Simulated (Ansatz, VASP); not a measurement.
Two plane-wave programs on NaLu

```
Na Lu
1.0
     0.00000    2.76785    2.76785
     2.76785    0.00000    2.76785
     2.76785    2.76785    0.00000
Na Lu
1 1
Direct
  0.50000 0.50000 0.50000
  0.00000 0.00000 0.00000
```

Change from the starting cell: species swapped into the ScAs type (Fm-3m, No. 225).

Alike in both runs: task relaxation of cell and atoms; functional PBE; k mesh 6 × 6 × 6; occupations gaussian, width 0.1 eV; no spin polarisation.

|  | VASP | Ansatz |
| --- | --- | --- |
| version | VASP 6.6.1 | Ansatz 0.2.0 |
| potentials or method | VASP PAW PBE potentials, release 64 (Na_pv, Lu) | scalar-relativistic, plane waves, PAW |
| plane-wave cutoff (eV) | 600 | 420 |
| valence electrons in the cell | 32 | 34 |

Ansatz gave:

```
gap on the k mesh at the Fermi level, each at its own relaxed structure (eV) : none
relaxed volume (Å³/atom)                                                     : 31.77
relaxed cell length with the largest relative difference (Å)                 : 4.479
energy change over the relaxation (meV/atom)                                 : -436
```

**Question.** What did VASP give for the same quantities?

**Answer.** gap on the k mesh at the Fermi level, each at its own relaxed structure (eV): none; relaxed volume (Å³/atom): 31.78; relaxed cell length with the largest relative difference (Å): 4.479; energy change over the relaxation (meV/atom): -439.

A gap of «none» marks a metal or a gap that the smearing closes. The two sets of potentials don't hold the same shells in valence.

Caveats: the volume moved by over 15 % at a fixed basis, so the end points are rough (VASP). Spin-orbit coupling is left out, which matters for the levels of Lu.
